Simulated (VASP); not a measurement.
Consider the following.

```
CELL_PARAMETERS angstrom
      3.83580     0.00000     0.00000
      0.00000     3.83580     0.00000
      0.00000     0.00000     7.17125
ATOMIC_POSITIONS crystal
  Sn 0.00000 0.50000 0.00000
  Sn 0.50000 0.00000 0.50000
  Si 0.00000 0.00000 0.25000
  Si 0.00000 0.00000 0.75000
```

The numbers are results of PBEsol GGA, VASP's PBE PAW potentials (set 64) (plane waves; VASP 6.6.1), not measurements. Numerical set-up: 400 eV cut-off, 9×9×5 Γ-centred mesh, tetrahedra with Blöchl corrections, potentials Sn_d Si.

The cores are frozen, which limits the accuracy of field gradients.

Problem. Give the principal components of the electric field gradient (V/Å²) and the asymmetry η at each nucleus.

Solution. 
```tsv
atom	Vxx	Vyy	Vzz	η
Sn1	-147.0	-71.6	218.6	0.34
Sn2	-147.0	-71.6	218.6	0.34
Si3	2.2	2.2	-4.5	0.00
Si4	2.2	2.2	-4.5	0.00
```

The structure was generated: SiSn was put into the PtS type (P4_2/mmc), which need not be its known phase. It was relaxed first.
